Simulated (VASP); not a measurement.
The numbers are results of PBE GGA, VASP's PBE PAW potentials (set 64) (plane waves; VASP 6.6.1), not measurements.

VASP input:

File KPOINTS:
```
Regular mesh
0
Gamma
 9 9 9
0 0 0
```

POSCAR:
```
YN
1.0
  0.0000000000   2.4524426897   2.4524426897
  2.4524426897   0.0000000000   2.4524426897
  2.4524426897   2.4524426897   0.0000000000
Y N
1 1
Cartesian
  0.0000000000   0.0000000000   0.0000000000
  2.4524426897   2.4524426897   2.4524426897
```

INCAR:
```
SYSTEM  =  YN
ISIF  =  3   ! ions, shape and volume
LCHARG  =  F
EDIFFG  =  -0.02   ! ionic stop
ALGO  =  Normal   ! blocked Davidson
PREC  =  Accurate
LASPH  =  T
IBRION  =  2
SIGMA  =  0.05
ENCUT  =  620
ISMEAR  =  0   ! Gaussian
GGA  =  PE
LWAVE  =  F
EDIFF  =  1E-6
LMAXMIX  =  4
NSW  =  40   ! most ionic steps
LREAL  =  F   ! projection in real space or not
NELM  =  100   ! most electronic steps
```

POTCAR, in this order: Y_sv N (PBE.64 set). Program: vasp_std.

Task: What will the output report for the number of irreducible k-points (NKPTS), largest plane-wave count, number of space-group operations, FFT grid (NGX, NGY, NGZ)?

Result: 
```json
{
  "number of irreducible k-points (NKPTS)": "35",
  "largest_plane_wave_count": "1044",
  "number_of_space_group_operations": "48",
  "FFT grid (NGX, NGY, NGZ)": "28 × 28 × 28"
}
```

The compound is YN in the rock salt structure. It was relaxed first.
